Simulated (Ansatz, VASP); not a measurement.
# PtSe2 (Sudovikovite): VASP beside Ansatz, part 2 of 2

One calculation is typed for both programs; each brings its own data sets. How far apart do they land? The cell is taken from a series of runs on this material, whose earlier steps may have relaxed, scaled, displaced or heated it; both programs get it as it stands.

VASP 6.6.1 and Ansatz 0.2.0.

So far: Set-up; Ansatz: relaxation of cell and atoms, PBE; VASP: relaxation of cell and atoms, PBE; Side by side.

## (5) VASP: zone-centre phonons, PBE

Level of this step: PBE; plane waves and PAW (Pt, Se) (VASP).

Second derivatives magnify differences that forces hide, and they need a tight electronic threshold.

Contents of INCAR:

```
SYSTEM = PtSe2
PREC = Accurate
ENCUT = 500
EDIFF = 1E-08
NELM = 120
ISMEAR = 0
SIGMA = 0.01
LREAL = .FALSE.
ALGO = Normal
GGA = PE
NBANDS = 17
LASPH = .TRUE.
LORBIT = 11
LWAVE = .FALSE.
LCHARG = .FALSE.
ISIF = 2
IBRION = 8
GGA_COMPAT = .FALSE.
EFERMI = MIDGAP
KPAR = 2
```

Contents of POSCAR:

```
PtSe2
1.0
    3.7517261562      0.0000000000      0.0000000000
   -1.8758630781      3.2490901593      0.0000000000
    0.0000000000      0.0000000000      6.5035316148
Pt Se
1 2
Direct
    0.0000000000      0.0000000000      0.0000000000
    0.3333333333      0.6666666667      0.2008962404
    0.6666666667      0.3333333333      0.7991037596
```

Contents of KPOINTS:

```
Automatic mesh
0
Gamma
9 9 4
0 0 0
```

The projector-augmented-wave data sets are Pt and Se (PBE family, release 64).

The run is started by

```bash
mpirun -np 2 vasp_std
```

Numbers of over 12 decimals in the logs are rounded to 6 here.

Log:

```text
[... set-up lines as in an earlier step ...]
 entering main loop
       N       E                     dE             d eps       ncg     rms          rms(c)
DAV:   1     0.113580215321E+03    0.11358E+03   -0.94048E+03  1462   0.106E+03
DAV:   2    -0.950295335464E+01   -0.12308E+03   -0.11902E+03  1857   0.208E+02
DAV:   3    -0.150973159488E+02   -0.55944E+01   -0.55651E+01  1763   0.468E+01
DAV:   4    -0.151520579890E+02   -0.54742E-01   -0.54724E-01  1901   0.489E+00
[...]
DAV:  15    -0.143028390231E+02   -0.13267E-06   -0.60246E-08  1666   0.162E-03    0.300E-04
DAV:  16    -0.143028390381E+02   -0.14999E-07   -0.66721E-09  1418   0.709E-04    0.132E-04
DAV:  17    -0.143028390386E+02   -0.51728E-09   -0.14297E-09  1174   0.248E-04
   1 F= -.14302839E+02 E0= -.14302839E+02  d E =0.000000E+00
 Linear response reoptimize wavefunctions to high precision
DAV:   1    -0.143028390337E+02    0.49026E-08   -0.14035E-10  1212   0.855E-05
DAV:   2    -0.143028390337E+02   -0.22737E-10   -0.10908E-11   831   0.243E-05
 Linear response DOF=           4
 Linear response progress:
[...]
RMM:   8    -0.766087892132E-01    0.25684E-06    0.21631E-08 10048   0.171E-04    0.576E-05
RMM:   9    -0.766086248395E-01    0.16437E-06    0.48412E-09  9618   0.109E-04    0.262E-05
RMM:  10    -0.766086149063E-01    0.99332E-08   -0.12014E-08  9687   0.734E-05    0.592E-06
 first order change of Fermi-energy  -0.11314E-05
 force on displaced ion       2 direction 1 :  -7.820   0.000   0.000
 Linear response progress:
  Degree of freedom:   4/  4
       N       E                     dE             d eps       ncg     rms          rms(c)
RMM:   1    -0.989793685225E-01   -0.98979E-01    0.54845E-02  3352   0.145E+00
RMM:   2    -0.979470988969E-01    0.10323E-02   -0.15340E-03  2257   0.230E-01    0.155E-01
RMM:   3    -0.977222807174E-01    0.22482E-03   -0.11009E-04  2488   0.530E-02    0.963E-02
RMM:   4    -0.976218747193E-01    0.10041E-03   -0.44845E-05  2503   0.432E-02    0.335E-02
[...]
RMM:  11    -0.976475390335E-01   -0.59850E-07   -0.20793E-08  2549   0.855E-05    0.121E-05
RMM:  12    -0.976475817741E-01   -0.42741E-07   -0.31268E-08  2596   0.544E-05    0.245E-06
RMM:  13    -0.976475863911E-01   -0.46171E-08   -0.32024E-08  2565   0.403E-05    0.935E-07
 first order change of Fermi-energy  -0.81998E+00
 force on displaced ion       2 direction 3 :   0.000  -0.000  -9.562
 Linear response finished
```

OUTCAR, selected parts (step 5):

```text
  Total       -0.0229260     -0.0229260     -0.0137444      0.0000000      0.0000000      0.0000000
  in kB       -0.4633377     -0.4633377     -0.2777748      0.0000000      0.0000000      0.0000000
  external PRESSURE =      -0.4014834 kB  Pullay stress =       0.0000000 kB

 POSITION                                       TOTAL-FORCE (eV/Angst)
 -----------------------------------------------------------------------------------
      0.00000      0.00000      0.00000         0.000000      0.000000      0.000000
     -0.00000      2.16606      1.30654        -0.000000      0.000000     -0.001379
      1.87586      1.08303      5.19700        -0.000000      0.000000      0.001379
 -----------------------------------------------------------------------------------
    total drift:                               -0.000000      0.000000      0.000000

[... 1 part as in an earlier step ...]

[... 1 further part left out ...]
```

## (6) Ansatz: zone-centre phonons, PBE

The same cell, functional and mesh now go to Ansatz, which takes its cutoff from its data sets.

The cell is taken from a series of runs on this material, whose earlier steps may have relaxed, scaled, displaced or heated it; both programs get it as it stands.

Contents of input.yaml:

```yaml
crystal:
  lattice:
    - [3.7517261562, 0.0, 0.0]
    - [-1.8758630781, 3.2490901593, 0.0]
    - [0.0, 0.0, 6.5035316148]
  atoms:
    - { symbol: Pt, position: [0.0, 0.0, 0.0] }
    - { symbol: Se, position: [0.3333333333, 0.6666666667, 0.2008962404] }
    - { symbol: Se, position: [0.6666666667, 0.3333333333, 0.7991037596] }
kpoints:
  mp_grid: { grid: [9, 9, 4] }
hamiltonian:
  xc: pbe
  pseudopotentials: { kind: paw, azcp: { folder: soft_1 } }
scf:
  occupations: { method: fixed }
output:
  eigenvalues: true
phonons:
  method: dfpt
```

The run is started by

```bash
ansatz run input.yaml --threads 4 --pin off --max-ram 8192MiB --backend cpu --events-out ev --progress --plain --runs-dir out
```

Log:

```text
[...]
Crystal: 3 atoms, lattice volume = 79.276 Å³
Basis set: ecut = 420 eV, 1581 PW (Γ), exchange–correlation on 54×54×90 points (8 copies of the dense FFT grid, shifted against one another)
Bands: 30, of which v1, the nominal top of the filled ones, is band 25 counted from 1 (24 counted from 0)
Symmetry: 12 space group operations
k-points: 95 of 324 (irreducible under 2 space group operations, time reversal used)
[...]
ASR residual: 8.007e-5 → 0.000e0 eV/Å²; symmetrization residual: 2.182e-5 eV/Å²
  ASR residual per site (eV/Å²): 4.05e-5 8.01e-5 8.01e-5
  Γ frequencies (cm⁻¹): 0.00 0.00 0.00 169.71 169.71 195.91 212.48 212.48 222.00
  non-analytic LO–TO correction: not included (Born effective charges unavailable; polar crystals: no LO–TO splitting at Γ)
[key lines of the parts left out:]
SCF converged after 13 iterations
Free energy (F): -23464.081285 eV
Fermi energy:    8.027894 eV
```

## (7) Differences

What differs besides the data sets and the points named for the pairs above, as far as they apply: fixed occupations in Ansatz, narrow Gaussian smearing in VASP; the data sets hold 50 valence electrons in Ansatz (on its PAW soft_1 files) and 22 in VASP. Total energies have different zeros and are not compared.

Both answers:

```tsv
quantity	Ansatz	VASP	difference
optical mode 1 to 2 (cm⁻¹)	169.7	169.8	-0.02 %
optical mode 3 (cm⁻¹)	195.9	196.2	-0.16 %
optical mode 4 to 5 (cm⁻¹)	212.5	212.9	-0.19 %
optical mode 6 (cm⁻¹)	222.0	222.5	-0.23 %
```

Modes are paired by rising frequency, not by their patterns, so a pair may set unlike modes beside each other; they are those without the splitting of longitudinal modes.

## (8) Summary of results

| Item | Value |
| --- | --- |
| difference in volume (relaxation of cell and atoms, PBE) | 0.043 % |
| r.m.s. difference of the optical zone-centre modes, each program's sorted by frequency (zone-centre phonons, PBE) | 0.34 cm⁻¹ |

The difference in volume is 0.043 % (relaxation of cell and atoms, PBE), within the 1.2 % picked in this series as the mark of a large difference, as far as the stopping tolerances let one tell. The data sets hold unlike numbers of valence electrons (50 in Ansatz and 22 in VASP), so part of the differences comes from the potentials. How closely two codes agree says nothing of how well the functional describes the real material.

[Lines on the potential files, build, host, timing and source positions are cut from VASP's logs without a mark.]

[Logs are printed without paths, hosts, clocks, repeated set-up lines and the standing remarks that a program may print on its own settings, such as how far it seeks lower states.]

[Hosts, paths, dates, database ids (printed as entryN), source tags and the programs' standing remarks are cut or masked in the printed files.]
